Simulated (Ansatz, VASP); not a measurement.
# BeB12: VASP beside Ansatz

```xyz
13
Lattice="0.0000 3.6868 3.6868 3.6868 0.0000 3.6868 3.6868 3.6868 0.0000" Properties=species:S:1:pos:R:3 pbc="T T T"
Be    0.0000    0.0000    0.0000
B     3.6868    4.9338    4.9338
B     2.4399    3.6868    4.9338
B     3.6868    2.4399    4.9338
B     4.9338    3.6868    4.9338
B     3.6868    2.4399    2.4399
B     2.4399    3.6868    2.4399
B     3.6868    4.9338    2.4399
B     4.9338    3.6868    2.4399
B     4.9338    2.4399    3.6868
B     4.9338    4.9338    3.6868
B     2.4399    2.4399    3.6868
B     2.4399    4.9338    3.6868
```

Change from the starting cell: species swapped into the ScB12 type (Fm-3m, No. 225).

Alike in both runs: functional PBE; k mesh 8 × 8 × 8; occupations gaussian, width 0.02 eV; no spin polarisation.

Ansatz relaxed the structure, and its values are those at the end. VASP's run is a single point on that final structure, the one shown.

|  | VASP | Ansatz |
| --- | --- | --- |
| version | VASP 6.6.1 | Ansatz 0.2.0 |
| potentials or method | VASP PAW PBE potentials, release 64 (Be, B) | scalar-relativistic, plane waves, PAW |
| plane-wave cutoff (eV) | 520 | 420 |
| valence electrons in the cell | 38 | 38 |

|  | VASP | Ansatz | Ansatz less VASP |
| --- | --- | --- | --- |
| gap on the k mesh at the Fermi level (eV) | 0.32 | 0.32 | 0.000 |
| least direct gap on the mesh (eV) | 0.32 | 0.32 | 0.000 |
| pressure (GPa) | 0.0 | 0.0 | -0.02 |
